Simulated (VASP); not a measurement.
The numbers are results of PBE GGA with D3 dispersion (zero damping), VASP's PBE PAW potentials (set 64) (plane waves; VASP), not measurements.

VASP input:

File POSCAR:
```
PbO2
1
    4.9346018872     0.0000000000     0.0000000000
    0.0000000000     4.9346018872     0.0000000000
    0.0000000000     0.0000000000     3.3748325400
Pb O
2 4
Direct
  0.0000000000   1.0000000000   0.0000000000
  0.5000000000   0.5000000000   0.5000000000
  0.3074297777   0.3074297777   0.0000000000
  0.8074297777   0.1925702223   0.5000000000
  0.1925702223   0.8074297777   0.5000000000
  0.6925702223   0.6925702223   1.0000000000
```

### KPOINTS
```
Automatic mesh
0
Gamma
5 5 7
0 0 0
```

**INCAR**
```
SYSTEM = PbO2
PREC = Accurate; ENCUT = 520; LREAL = .FALSE.
LASPH = .TRUE.
EDIFF = 1E-7; NELM = 100; ALGO = Normal
LMAXMIX = 4
ISMEAR = 0; SIGMA = 0.05
GGA = PE; IVDW = 11
IBRION = 2; NSW = 30; ISIF = 4
EDIFFG = -0.01
LWAVE = .FALSE.; LCHARG = .FALSE.
```

POTCAR, in this order: Pb_d O (PBE.64 set). Program: vasp_std.

What VASP printed:

### OUTCAR
```
 ion  position               nearest neighbor table
   1  0.000  0.000  0.000-   3 2.15   6 2.15   5 2.16   4 2.16   4 2.16   5 2.16   2 3.88   2 3.88
                             2 3.88   2 3.88   2 3.88   2 3.88   2 3.88   2 3.88
   2  0.500  0.500  0.500-   4 2.15   5 2.15   3 2.16   6 2.16   3 2.16   6 2.16   1 3.88   1 3.88
                             1 3.88   1 3.88   1 3.88   1 3.88   1 3.88   1 3.88
   3  0.307  0.307  0.000-   1 2.15   2 2.16   2 2.16
   4  0.807  0.193  0.500-   2 2.15   1 2.16   1 2.16
   5  0.193  0.807  0.500-   2 2.15   1 2.16   1 2.16
   6  0.693  0.693  0.000-   1 2.15   2 2.16   2 2.16
  LATTYP: Found a simple tetragonal cell.
 ALAT       =     4.9346018872
 C/A-ratio  =     0.6839118164
 Subroutine PRICEL returns:
 Original cell was already a primitive cell.
 Subroutine GETGRP returns: Found 16 space group operations
The static configuration has the point symmetry D_2h.
 The point group associated with its full space group is D_4h.
The dynamic configuration has the point symmetry D_2h.
 Subroutine INISYM returns: Found 16 space group operations
 Subroutine IBZKPT returns following result:
 Found     24 irreducible k-points:

 Following reciprocal coordinates:
            Coordinates               Weight
  0.000000  0.000000  0.000000      1.000000
  0.200000  0.000000  0.000000      4.000000
  0.400000  0.000000  0.000000      4.000000
  0.200000  0.200000  0.000000      4.000000
  0.400000  0.200000  0.000000      8.000000
  0.400000  0.400000  0.000000      4.000000
  0.000000  0.000000  0.142857      2.000000
  0.200000  0.000000  0.142857      8.000000
  0.400000  0.000000  0.142857      8.000000
  0.200000  0.200000  0.142857      8.000000
  0.400000  0.200000  0.142857     16.000000
  0.400000  0.400000  0.142857      8.000000
  0.000000  0.000000  0.285714      2.000000
  0.200000  0.000000  0.285714      8.000000
  0.400000  0.000000  0.285714      8.000000
  0.200000  0.200000  0.285714      8.000000
  0.400000  0.200000  0.285714     16.000000
  0.400000  0.400000  0.285714      8.000000
  0.000000  0.000000  0.428571      2.000000
  0.200000  0.000000  0.428571      8.000000
  0.400000  0.000000  0.428571      8.000000
  0.200000  0.200000  0.428571      8.000000
  0.400000  0.200000  0.428571     16.000000
  0.400000  0.400000  0.428571      8.000000
   k-points           NKPTS =     24   k-points in BZ     NKDIM =     24   number of bands    NBANDS=     31
   number of dos      NEDOS =    301   number of ions     NIONS =      6
   total plane-waves  NPLWV =  44800
   dimension x,y,z NGX =    40 NGY =   40 NGZ =   28
   dimension x,y,z NGXF=    80 NGYF=   80 NGZF=   56
   ions per type =               2   4
   PREC   = accura    normal or accurate (medium, high low for compatibility)
   ISTART =      0    job   : 0-new  1-cont  2-samecut
   ICHARG =      2    charge: 1-file 2-atom 10-const
   ISPIN  =      1    spin polarized calculation?
   LNONCOLLINEAR =      F non collinear calculations
   LSORBIT =      F    spin-orbit coupling
   INIWAV =      1    electr: 0-lowe 1-rand  2-diag
   ENCUT  =  520.0 eV  38.22 Ry    6.18 a.u.   9.18  9.18  6.27*2*pi/ulx,y,z
   NELM   =    100;   NELMIN=  2; NELMDL= -5     # of ELM steps
   EDIFF  = 0.1E-06   stopping-criterion for ELM
   LREAL  =      F    real-space projection
   NLSPLINE    = F    spline interpolate recip. space projectors
   LMAXMIX     =    4 max onsite mixed and CHGCAR
   VOSKOWN=      0    Vosko Wilk Nusair interpolation
   EDIFFG = -.1E-01   stopping-criterion for IOM
   NSW    =     30    number of steps for IOM
   NBLOCK =      1;   KBLOCK =     30    inner block; outer block
   IBRION =      2    ionic relax: 0-MD 1-quasi-New 2-CG
   NFREE  =      1    steps in history (QN), initial steepest desc. (CG)
   ISIF   =      4    stress and relaxation
   ISYM   =      2    0-nonsym 1-usesym 2-fastsym
...
```

OSZICAR:
```
       N       E                     dE             d eps       ncg     rms          rms(c)
DAV:   1     0.702067816034E+03    0.70207E+03   -0.26619E+04  1488   0.205E+03
DAV:   2     0.581363504483E+02   -0.64393E+03   -0.62237E+03  1642   0.559E+02
DAV:   3    -0.337608474835E+02   -0.91897E+02   -0.89942E+02  1952   0.232E+02
DAV:   4    -0.373548626065E+02   -0.35940E+01   -0.35842E+01  1737   0.502E+01
DAV:   5    -0.375122948538E+02   -0.15743E+00   -0.15739E+00  1999   0.101E+01    0.143E+01
DAV:   6    -0.316159682341E+02    0.58963E+01   -0.25705E+01  2285   0.591E+01    0.439E+00
DAV:   7    -0.316695770217E+02   -0.53609E-01   -0.17816E+00  1622   0.103E+01    0.276E+00
DAV:   8    -0.316691519479E+02    0.42507E-03   -0.47542E-01  2364   0.753E+00    0.120E+00
DAV:   9    -0.316380673055E+02    0.31085E-01   -0.12829E-01  2432   0.477E+00    0.131E-01
DAV:  10    -0.316395372197E+02   -0.14699E-02   -0.10099E-02  1644   0.629E-01    0.108E-01
DAV:  11    -0.316395465931E+02   -0.93734E-05   -0.40683E-04  2334   0.227E-01    0.347E-02
DAV:  12    -0.316395360822E+02    0.10511E-04   -0.51749E-05  2349   0.755E-02    0.132E-02
DAV:  13    -0.316395324882E+02    0.35940E-05   -0.18873E-05  2508   0.559E-02    0.359E-03
DAV:  14    -0.316395332296E+02   -0.74136E-06   -0.16684E-06  2042   0.120E-02    0.264E-03
DAV:  15    -0.316395335459E+02   -0.31631E-06   -0.19407E-07  1362   0.574E-03    0.100E-03
DAV:  16    -0.316395337455E+02   -0.19968E-06   -0.84575E-08  1047   0.308E-03    0.104E-04
DAV:  17    -0.316395337569E+02   -0.11310E-07   -0.44333E-08  1094   0.237E-03
   1 F= -.32588193E+02 E0= -.32588153E+02  d E =-.325882E+02
       N       E                     dE             d eps       ncg     rms          rms(c)
DAV:   1    -0.316625254168E+02   -0.22992E-01   -0.26866E+00  1496   0.120E+01    0.802E-01
DAV:   2    -0.316565404660E+02    0.59850E-02   -0.11283E-01  1913   0.308E+00    0.478E-01
DAV:   3    -0.316483848169E+02    0.81556E-02   -0.11393E-02  2178   0.142E+00    0.878E-02
DAV:   4    -0.316484983025E+02   -0.11349E-03   -0.28388E-03  2075   0.403E-01    0.384E-02
DAV:   5    -0.316484843693E+02    0.13933E-04   -0.16280E-04  1835   0.133E-01    0.854E-03
DAV:   6    -0.316484848385E+02   -0.46919E-06   -0.32015E-05  2119   0.573E-02    0.535E-03
DAV:   7    -0.316484851533E+02   -0.31475E-06   -0.18248E-06  1944   0.138E-02    0.266E-03
DAV:   8    -0.316484853859E+02   -0.23262E-06   -0.35510E-07  1403   0.488E-03    0.496E-04
DAV:   9    -0.316484853979E+02   -0.11981E-07   -0.46475E-08  1059   0.228E-03
   2 F= -.32596663E+02 E0= -.32596622E+02  d E =-.846998E-02
       N       E                     dE             d eps       ncg     rms          rms(c)
DAV:   1    -0.316511128193E+02   -0.26274E-02   -0.35713E-01  1502   0.438E+00    0.291E-01
DAV:   2    -0.316503461960E+02    0.76662E-03   -0.15027E-02  1897   0.114E+00    0.174E-01
DAV:   3    -0.316492659938E+02    0.10802E-02   -0.15142E-03  2169   0.514E-01    0.311E-02
DAV:   4    -0.316492824694E+02   -0.16476E-04   -0.37073E-04  2074   0.143E-01    0.138E-02
DAV:   5    -0.316492808705E+02    0.15989E-05   -0.19482E-05  1809   0.455E-02    0.284E-03
DAV:   6    -0.316492809888E+02   -0.11827E-06   -0.38833E-06  2019   0.178E-02    0.194E-03
DAV:   7    -0.316492810169E+02   -0.28130E-07   -0.16168E-07  1164   0.440E-03
   3 F= -.32597287E+02 E0= -.32597246E+02  d E =-.909373E-02
       N       E                     dE             d eps       ncg     rms          rms(c)
DAV:   1    -0.316520231408E+02   -0.27422E-02   -0.28117E-01  1496   0.392E+00    0.268E-01
DAV:   2    -0.316512748345E+02    0.74831E-03   -0.73931E-03  2350   0.886E-01    0.158E-01
DAV:   3    -0.316506567890E+02    0.61805E-03   -0.68266E-04  2265   0.337E-01    0.224E-02
DAV:   4    -0.316506585745E+02   -0.17855E-05   -0.12937E-04  2234   0.880E-02    0.708E-03
DAV:   5    -0.316506592872E+02   -0.71269E-06   -0.25014E-06  1905   0.162E-02    0.274E-03
DAV:   6    -0.316506595222E+02   -0.23504E-06   -0.44792E-07  1740   0.582E-03    0.867E-04
DAV:   7    -0.316506595406E+02   -0.18355E-07   -0.29426E-08   912   0.173E-03
   4 F= -.32598295E+02 E0= -.32598254E+02  d E =-.100832E-02
       N       E                     dE             d eps       ncg     rms          rms(c)
DAV:   1    -0.316532341452E+02   -0.25746E-02   -0.40138E-01  1496   0.469E+00    0.320E-01
DAV:   2    -0.316521632104E+02    0.10709E-02   -0.10560E-02  2350   0.106E+00    0.189E-01
DAV:   3    -0.316512815717E+02    0.88164E-03   -0.97267E-04  2273   0.404E-01    0.272E-02
DAV:   4    -0.316512834356E+02   -0.18639E-05   -0.18527E-04  2226   0.105E-01    0.847E-03
DAV:   5    -0.316512844126E+02   -0.97704E-06   -0.34763E-06  1868   0.192E-02    0.325E-03
DAV:   6    -0.316512847346E+02   -0.32198E-06   -0.63599E-07  1988   0.700E-03    0.105E-03
DAV:   7    -0.316512847633E+02   -0.28681E-07   -0.36644E-08   940   0.187E-03
   5 F= -.32598471E+02 E0= -.32598430E+02  d E =-.118485E-02
       N       E                     dE             d eps       ncg     rms          rms(c)
DAV:   1    -0.316514297948E+02   -0.14506E-03   -0.48179E-02  1496   0.162E+00    0.111E-01
DAV:   2    -0.316513022861E+02    0.12751E-03   -0.12638E-03  2350   0.367E-01    0.653E-02
DAV:   3    -0.316511967228E+02    0.10556E-03   -0.11749E-04  2280   0.139E-01    0.916E-03
DAV:   4    -0.316511969856E+02   -0.26279E-06   -0.22232E-05  2212   0.366E-02    0.291E-03
DAV:   5    -0.316511969881E+02   -0.25202E-08   -0.36109E-07  1439   0.646E-03
   6 F= -.32598540E+02 E0= -.32598498E+02  d E =-.125319E-02
```

**OUTCAR**
```
------------------------ aborting loop because EDIFF is reached ----------------------------------------
 Edisp (eV)   -0.94734
  FORCE on cell =-STRESS in cart. coord.  units (eV):
  Direction    XX          YY          ZZ          XY          YZ          ZX
  --------------------------------------------------------------------------------------
  Total       4.41941     4.41941     4.42515     0.00000     0.00000     0.00000
  in kB      86.16249    86.16249    86.27448     0.00000     0.00000     0.00000
  external pressure =       86.20 kB  Pullay stress =        0.00 kB
  volume of cell :       82.18
      direct lattice vectors                 reciprocal lattice vectors
     4.900383839  0.000000000  0.000000000     0.204065647  0.000000000  0.000000000
    -0.000000000  4.900383839  0.000000000    -0.000000000  0.204065647  0.000000000
     0.000000000  0.000000000  3.422128169     0.000000000  0.000000000  0.292215823
 POSITION                                       TOTAL-FORCE (eV/Angst)
 -----------------------------------------------------------------------------------
      0.00000      0.00000      0.00000         0.000000     -0.000000      0.000000
      2.45019      2.45019      1.71106         0.000000     -0.000000      0.000000
      1.50371      1.50371      0.00000        -0.000737     -0.000737     -0.000000
      3.95391      0.94648      1.71106        -0.000737      0.000737      0.000000
      0.94648      3.95391      1.71106         0.000737     -0.000737     -0.000000
      3.39667      3.39667      0.00000         0.000737      0.000737      0.000000
 -----------------------------------------------------------------------------------
    total drift:                               -0.000000     -0.000000     -0.000000
  FREE ENERGIE OF THE ION-ELECTRON SYSTEM (eV)
  ---------------------------------------------------
  free  energy   TOTEN  =       -32.5985397976 eV

  energy  without entropy=      -32.5984565648  energy(sigma->0) =      -32.59849818

 reached required accuracy - stopping structural energy minimisation
```
(Selected blocks of OUTCAR.)

CONTCAR:
```
PbO2
   1.00000000000000
     4.9003838385226137    0.0000000000000000    0.0000000000000000
    -0.0000000000000000    4.9003838385226137    0.0000000000000000
     0.0000000000000000    0.0000000000000000    3.4221281688007235
  Pb              O
     2     4
Direct
     0.0000000000000000    0.0000000000000000    0.0000000000000000
     0.5000000000000000    0.5000000000000000    0.5000000000000000
     0.3068564763042408    0.3068564763042408    0.0000000000000000
     0.8068564763042408    0.1931435236957592    0.5000000000000000
     0.1931435236957592    0.8068564763042408    0.5000000000000000
     0.6931435236957592    0.6931435236957592    0.0000000000000000
```

The compound is PbO2 in the rutile structure. This cell is one point of a volume scan, at 0.94 of the reference volume. Symmetry was kept, so distortions that lower it aren't found.
